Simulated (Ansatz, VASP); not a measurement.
## SnO in two plane-wave programs

Aim: how closely do two programs agree when they are given the same cell, functional and k mesh? Of the first pair: The structure shown is the start of the Ansatz relaxation below; VASP solves that cell, so the two are compared at the walk's first step.

Program: Ansatz 0.2.0. Level of theory: plane waves, with VASP 6.6.1 beside it; single point at PBEsol with D3(BJ). Results are calculated unless marked as measured.

## Step 1: The starting structure

The cell holds 16 atoms: 8 Sn and 8 O. Its edges and angles: a = 3.871 Å, b = 3.871 Å, c = 32.661 Å, α = 90.0°, β = 90.0°, γ = 90.0°. It derives from SnO. As first built, before any earlier steps moved the atoms (in the runner's words): kind sheets cut from a layered crystal; sheets 4. Vacuum lies along c.

Coordinates:

```cif
data_structure
_symmetry_space_group_name_H-M 'P 1'
_symmetry_Int_Tables_number 1
_cell_length_a 3.8712
_cell_length_b 3.8712
_cell_length_c 32.6606
_cell_angle_alpha 90.000
_cell_angle_beta 90.000
_cell_angle_gamma 89.981
_cell_volume 489.46
loop_
_atom_site_label
_atom_site_type_symbol
_atom_site_fract_x
_atom_site_fract_y
_atom_site_fract_z
_atom_site_occupancy
Sn1 Sn 0.26345 0.26345 0.77037 1
Sn2 Sn 0.76345 0.76345 0.69910 1
Sn3 Sn 0.23655 0.23655 0.61388 1
Sn4 Sn 0.73655 0.73655 0.54261 1
Sn5 Sn 0.26345 0.26345 0.45739 1
Sn6 Sn 0.76345 0.76345 0.38612 1
Sn7 Sn 0.23655 0.23655 0.30090 1
Sn8 Sn 0.73655 0.73655 0.22963 1
O9 O 0.26194 0.76194 0.73473 1
O10 O 0.76194 0.26194 0.73473 1
O11 O 0.73806 0.23806 0.57824 1
O12 O 0.23806 0.73806 0.57824 1
O13 O 0.26194 0.76194 0.42176 1
O14 O 0.76194 0.26194 0.42176 1
O15 O 0.73806 0.23806 0.26527 1
O16 O 0.23806 0.73806 0.26527 1
```

## Step 2: Ansatz: relaxation, PBEsol with D3(BJ)

Ansatz runs on its default PAW (the set named soft_2) files.

The two programs are compared at the cell with which this relaxation starts, whose forces are those of its first step.

input.yaml

```yaml
crystal:
  lattice:
    - [3.871203202, 0.0, 0.0]
    - [0.001250165, 3.871203, 0.0]
    - [0.0, 0.0, 32.6606438434]
  atoms:
    - { symbol: Sn, position: [0.263453, 0.263453, 0.770365825] }
    - { symbol: O, position: [0.261944, 0.761944, 0.734731135] }
    - { symbol: O, position: [0.761944, 0.261944, 0.734731135] }
    - { symbol: Sn, position: [0.763453, 0.763453, 0.699096445] }
    - { symbol: Sn, position: [0.236547, 0.236547, 0.613878402] }
    - { symbol: O, position: [0.738056, 0.238056, 0.578243712] }
    - { symbol: O, position: [0.238056, 0.738056, 0.578243712] }
    - { symbol: Sn, position: [0.736547, 0.736547, 0.542609022] }
    - { symbol: Sn, position: [0.263453, 0.263453, 0.457390978] }
    - { symbol: O, position: [0.261944, 0.761944, 0.421756288] }
    - { symbol: O, position: [0.761944, 0.261944, 0.421756288] }
    - { symbol: Sn, position: [0.763453, 0.763453, 0.386121598] }
    - { symbol: Sn, position: [0.236547, 0.236547, 0.300903555] }
    - { symbol: O, position: [0.738056, 0.238056, 0.265268865] }
    - { symbol: O, position: [0.238056, 0.738056, 0.265268865] }
    - { symbol: Sn, position: [0.736547, 0.736547, 0.229634175] }
kpoints:
  mp_grid: { grid: [8, 8, 1] }
scf:
  occupations: { method: fermi_dirac, width: 0.05 }
  n_extra_bands: 13
hamiltonian:
  xc: pbesol
  pseudopotentials: { kind: paw }
  dispersion: d3bj
output:
  forces: true
  write_potential: true
  volumetric_format: []
relax:
  f_tol: 0.03
  max_steps: 45
  cell: { fix: [c, alpha, beta] }
```

Run with:

```console
ansatz run input.yaml --threads 4 --pin off --max-ram 14336MiB --backend cpu --events-out ev --progress --plain --runs-dir out
```

Numbers of over 12 decimals in the logs are rounded to 6 here.

The log of the run:

```text
scf.n_extra_bands = 13 over 80 filled bands (N_el = 160.0): the run solves 93 bands
Engine: ansatz 0.2.0, aarch64-unknown-linux-gnu
Pseudopotentials: kind: paw
Pseudopotential: Sn, paw, valence charge 14, recommended cutoff 420 eV (normal), Sn.paw.azcp
Pseudopotential: O, paw, valence charge 6, recommended cutoff 420 eV (normal), O.paw.azcp
Functional definition: PBEsol
  exchange = pbesol_x
  correlation = pbesol_c
Crystal: 16 atoms, lattice volume = 489.459 Å³
Basis set: ecut = 420 eV, 9661 PW (Γ), exchange–correlation on 54×54×450 points (8 copies of the dense FFT grid, shifted against one another)
Bands: 93, of which v1, the nominal top of the filled ones, is band 80 counted from 1 (79 counted from 0)
Symmetry: 4 space group operations
Space group: C2/m (ITA 12), of the structure as read, at distance tolerance 7.9e-5 Å
k-points: 21 of 64
Non-local potential: Sn, projectors of the file, l = 0: 2, l = 1: 2, l = 2: 2, l = 3: 2
Non-local potential: O, projectors of the file, l = 0: 2, l = 1: 2, l = 2: 1
PAW form: soft (Blöchl's): semilocal exchange-correlation on the pseudo side does not see the compensation charge
PAW frozen core: Sn, regenerated for the run's functional, and the local potential with it (the file was generated under x = pbe(κ = 0.804, μ = 0.219515), c = pbe(β = 0.066725))
PAW frozen core: O, regenerated for the run's functional, and the local potential with it (the file was generated under x = pbe(κ = 0.804, μ = 0.219515), c = pbe(β = 0.066725))
PAW one-centre angular grid: Sn, 590 points (default); XC on 64 Gauss nodes
PAW one-centre angular grid: O, 110 points (default); XC on 64 Gauss nodes
Initial density: superposition of atomic densities (neutral atoms: chi_scale 0, normalization atom), corrected by the library's trained network
Initial wavefunctions: pseudopotential atomic-orbital guess
Functional: x = pbesol(κ = 0.804, μ = 0.123457), c = pbesol(β = 0.046)
SCF iter   1: F=—  HF=-52087.928285 eV  |F-HF|=—  |Δ(HF+E_count)|=         —  Δρ=1.06e-2  dr2=5.02e-1  ethr=1.77e-3  ⟨swp⟩=7.2  Hψ=7535  notcnv=0  defer=2
preconditioner: auto → Resta (q_TF=auto, 2.264 Å⁻¹)  ε∞=2.5  [insulator: Δε(μ)=0.687 eV  Ē_g=17.203 eV  σ=0.050 eV  W_gap=1.00  n_scr=90 (ndim 8)  ℏωp=21.2 eV  f_vac=0.375  D(μ)=0.00/eV (n_scr^D=0)  ε∞_Penn≈2.5  vacuum switching on, ρ_ref=2.1e-2 e/Å³]
SCF iter   2: F=—  HF=-52087.856789 eV  |F-HF|=—  |Δ(HF+E_count)|=   7.15e-2  Δρ=5.58e-3  dr2=1.53e-1  ethr=3.14e-4  ⟨swp⟩=2.9  Hψ=3374  notcnv=0  defer=108
SCF iter   3: F=—  HF=-52087.824915 eV  |F-HF|=—  |Δ(HF+E_count)|=   3.19e-2  Δρ=8.67e-4  dr2=3.67e-3  ethr=9.57e-5  ⟨swp⟩=2.0  Hψ=2700  notcnv=0  defer=108
SCF iter   4: F=—  HF=-52087.826184 eV  |F-HF|=—  |Δ(HF+E_count)|=   1.27e-3  Δρ=3.15e-4  dr2=6.32e-4  ethr=2.29e-6  ⟨swp⟩=2.8  Hψ=3663  notcnv=0  defer=108
SCF iter   5: F=—  HF=-52087.826261 eV  |F-HF|=—  |Δ(HF+E_count)|=   7.78e-5  Δρ=1.79e-4  dr2=2.36e-4  ethr=3.95e-7  ⟨swp⟩=2.0  Hψ=2498  notcnv=0  defer=108
SCF iter   6: F=—  HF=-52087.826266 eV  |F-HF|=—  |Δ(HF+E_count)|=   4.89e-6  Δρ=6.87e-5  dr2=3.23e-5  ethr=1.47e-7  ⟨swp⟩=2.0  Hψ=2235  notcnv=0  defer=108
SCF iter   7: F=—  HF=-52087.825765 eV  |F-HF|=—  |Δ(HF+E_count)|=   5.01e-4  Δρ=2.08e-5  dr2=2.85e-6  ethr=2.02e-8  ⟨swp⟩=2.0  Hψ=2575  notcnv=0  defer=108
SCF iter   8: F=—  HF=-52087.825766 eV  |F-HF|=—  |Δ(HF+E_count)|=   7.21e-7  Δρ=6.35e-6  dr2=2.46e-7  ethr=1.78e-9  ⟨swp⟩=2.2  Hψ=2700  notcnv=0  defer=108
SCF iter   9: F=-52087.825766 eV  HF=-52087.825766 eV  |F-HF|=1.64e-8  |Δ(HF+E_count)|=   2.45e-7  Δρ=2.04e-6  dr2=2.97e-8  ethr=6.25e-11  ⟨swp⟩=11.0  Hψ=15295  notcnv=0
SCF 1 converged in 9 iterations: F = -52087.825766 eV  dr2 = 2.97e-8
  greatest PAW one-centre occupation: 0.994 electrons in one spin orbital (limit 2), on the Sn atom at site 15 (counted from 0), in its partial waves of l = 2
relax step   1: F+E_penalty+E_count = -52087.82576630 eV  Δ(F+E_penalty+E_count) = +0.000e0 eV  max|allowed force component| = 4.986e-1 eV/Å  Δτ_max = 0.0000 Å  P = -3.311 GPa  Ω = 489.459 Å³  fix = [c, alpha, beta]  reactions: c -2.739 GPa; alpha +0.044, beta +0.044 GPa/rad  (9 SCF iters, dr2 threshold 1.00e-7 eV, accepted)
Crystal: 16 atoms, lattice volume = 457.223 Å³
Basis set: ecut = 420 eV, 8909 PW (Γ), exchange–correlation on 54×54×450 points (8 copies of the dense FFT grid, shifted against one another)
Initial density: handed on by an earlier stage of this run
Initial wavefunctions: those handed on with the density
iter 1 solved again at ethr=3.84e-4 eV; its pass at ethr=3.10e-3 eV (dr2=6.15e-1 eV) is discarded
SCF iter   1: F=—  HF=-52088.440817 eV  |F-HF|=—  |Δ(HF+E_count)|=         —  Δρ=1.16e-2  dr2=6.30e-1  ethr=3.84e-4  ⟨swp⟩=2.9  Hψ=10880  notcnv=0
[...]
SCF converged after 6 iterations
Free energy (F): -52088.471197 eV
Harris-Foulkes:  -52088.471197 eV  (|F-HF|=1.60e-10)
Internal energy: -52088.463854 eV  (E = F + TS)
E sigma→0 (E₀):  -52088.467525 eV
Entropy (-TS):   -0.007343 eV (-0.459 meV/atom)
Fermi energy:    4.347820 eV
--- Per-component energies (eV) ---
  E_band       = -1648.390281
  E_kinetic    = 2900.338394
  E_local      = -186230.408446  (includes V_loc(G=0)·N_el)
  E_nonlocal   = 146.060425
  E_hartree    = 93093.509477
  E_xc         = -3618.638252
  E_vxc        = -1525.523212  (∫ρ·V_xc dr)
  E_paw        = -33742.102138  (= ΣΔE_a)
  E_vpaw       = -3125.892418  (= ΣTr[D̂ρ^β])
  E_aug_tail   = 0.019420  (compensation charges beyond the density's cutoff)
  E_ewald      = 75363.377508
  E_disp       = -3.181263  (pairwise vdW)
  E_core_change = 2.561021  (= ΣΔE_core)
  E_smearing   = -0.007343  (= −TS)
  E_closure    = -0.000000  (closes the sum)
  Σ components = -52088.471197   (vs F -52088.471197, Δ=0.00e0)
--- Forces (eV/Å), atoms counted from 1 ---
  atom   1  Sn    -0.00022287    -0.00022279     0.00002673
  atom   2  O      0.00042536     0.00031257     0.00094900
  atom   3  O      0.00031270     0.00042526     0.00094900
  atom   4  Sn    -0.00017813    -0.00017808     0.00045931
  atom   5  Sn     0.00009638     0.00009634     0.00114966
  atom   6  O     -0.00048864    -0.00066162     0.00033540
  atom   7  O     -0.00066178    -0.00048843     0.00033540
  atom   8  Sn     0.00049349     0.00049333    -0.00008945
  atom   9  Sn    -0.00049349    -0.00049333     0.00008945
  atom  10  O      0.00048864     0.00066162    -0.00033540
  atom  11  O      0.00066178     0.00048843    -0.00033540
  atom  12  Sn    -0.00009638    -0.00009634    -0.00114966
  atom  13  Sn     0.00017813     0.00017808    -0.00045931
  atom  14  O     -0.00042536    -0.00031257    -0.00094900
  atom  15  O     -0.00031270    -0.00042526    -0.00094900
  atom  16  Sn     0.00022287     0.00022279    -0.00002673
  max |Σ_I F_I| component: 3.63e-19 eV/Å
--- Stress (GPa, compression-positive) ---
       -0.006021      -0.000024       0.000364
       -0.000024      -0.006021       0.000364
        0.000364       0.000364       0.006931
  P = ⅓ Tr σ = -0.0017 GPa (-0.017 kbar)
--- Band table (eV; the first three rows and the last of 21) ---
  k-point 0: bands = [... 76 lower, 2.3367, 3.2512, 3.9820, 4.3230, 6.0170, 6.0502, 6.1076, 6.2714, ... 9 higher]
  k-point 1: bands = [... 76 lower, 2.4072, 3.3967, 4.0051, 4.3018, 5.9592, 6.2849, 6.4689, 6.5292, ... 9 higher]
  k-point 2: bands = [... 76 lower, 2.5312, 3.2870, 3.5704, 3.7208, 5.7500, 6.2644, 6.7957, 7.1370, ... 9 higher]
  k-point 20: bands = [... 76 lower, 2.1248, 2.1248, 2.5159, 2.5159, 4.1557, 4.1557, 4.8112, 4.8112, ... 9 higher]
--- Relaxed structure (8 steps of the walk, 8 accepted, 2 SCFs on fresh bases) ---
  F+E_penalty+E_count = -52088.47119667 eV   max|allowed force component| = 1.150e-3 eV/Å   (the final SCF, on the basis selected at the relaxed cell)
  cell:  # Å, volume = 463.9661 Å³
    - [3.769040, -0.000607705, 0]
    - [0.000609467, 3.769040, 0]
    - [0, 0, 32.6606438434]
  atoms:
    - { symbol: Sn, position: [0.249939, 0.249939, 0.746081] }
    - { symbol: O, position: [0.249923, 0.749922, 0.710388] }
    - { symbol: O, position: [0.749922, 0.249923, 0.710388] }
    - { symbol: Sn, position: [0.749946, 0.749946, 0.674672] }
    - { symbol: Sn, position: [0.250033, 0.250033, 0.605172] }
    - { symbol: O, position: [0.750055, 0.250056, 0.569799] }
    - { symbol: O, position: [0.250056, 0.750055, 0.569799] }
    - { symbol: Sn, position: [0.750019, 0.750019, 0.534388] }
    - { symbol: Sn, position: [0.249981, 0.249981, 0.465612] }
    - { symbol: O, position: [0.249945, 0.749944, 0.430201] }
    - { symbol: O, position: [0.749944, 0.249945, 0.430201] }
    - { symbol: Sn, position: [0.749967, 0.749967, 0.394828] }
    - { symbol: Sn, position: [0.250054, 0.250054, 0.325328] }
    - { symbol: O, position: [0.750077, 0.250078, 0.289612] }
    - { symbol: O, position: [0.250078, 0.750077, 0.289612] }
    - { symbol: Sn, position: [0.750061, 0.750061, 0.253919] }
```

Reading the cycles: dr2 is the Hartree energy of the density residual (eV), the measure of convergence; HF is the Harris–Foulkes estimate of the energy, which meets the free energy F at convergence.

(Part 1 of 3 ends here.)

[Lines on the potential files, build, host, timing and source positions are cut from VASP's logs without a mark.]

[Logs are printed without paths, hosts, clocks, repeated set-up lines and the standing remarks that a program may print on its own settings, such as how far it seeks lower states.]

[Hosts, paths, dates, database ids (printed as entryN), source tags and the programs' standing remarks are cut or masked in the printed files.]
